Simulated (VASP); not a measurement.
An input for Ansatz (written as the equivalent of a VASP run, and not itself run):

Ansatz 0.2 input:
```yaml
crystal:
  lattice:
    - [1.9227000, -3.3302140, 0.0000000]
    - [1.9227000, 3.3302140, 0.0000000]
    - [0.0000000, 0.0000000, 6.2628000]
  atoms:
    - { symbol: Zr, position: [0.0000000, 0.0000000, 0.0000000] }
    - { symbol: Se, position: [0.3333330, 0.6666670, 0.2550000] }
    - { symbol: Se, position: [0.6666670, 0.3333330, 0.7450000] }
kpoints:
  mp_grid: { grid: [6, 6, 3] }
hamiltonian:
  xc: pbe
  pseudopotentials: { kind: paw }
scf:
  occupations: { method: gaussian, width: 0.05 }
  max_iter: 100
output: { forces: true, stress: true, eigenvalues: true }
```

Problem. Write the VASP files for the same calculation (PBE).

Solution. This is not unique; one that fits is 
### POSCAR
```
ZrSe2
1
    1.9227000000    -3.3302140000     0.0000000000
    1.9227000000     3.3302140000     0.0000000000
    0.0000000000     0.0000000000     6.2628000000
Zr Se
1 2
Direct
  0.0000000000   0.0000000000   0.0000000000
  0.3333330000   0.6666670000   0.2550000000
  0.6666670000   0.3333330000   0.7450000000
```

### INCAR
```
SYSTEM = ZrSe2
PREC = Accurate
ENCUT = 400
EDIFF = 1E-6
NELM = 100
ALGO = Normal
LREAL = .FALSE.
LASPH = .TRUE.
ISMEAR = 0
SIGMA = 0.05
GGA = PE
LMAXMIX = 4
LWAVE = .FALSE.
LCHARG = .FALSE.
ISIF = 2
NBANDS = 13
```

File KPOINTS:
```
Automatic mesh
0
Gamma
6 6 3
0 0 0
```

POTCAR, in this order: Zr_sv Se (PBE.64 set). Program: vasp_std.

The two are equivalent in intent, not identical: each code has its own PAW files, so the cut-off isn't converted (ENCUT is set for VASP's; basis.ecutwfc is left out, and Ansatz then takes the one that its files recommend); Ansatz stops its SCF on the density residual and VASP on the energy change (EDIFF); the number of bands isn't carried over, since the valence differs with the files.

The compound is ZrSe2 in the 1T layered structure. The cell was not relaxed at this level. The run is one of a series of settings (NBANDS = 13 against the base run), some of them coarse on purpose.
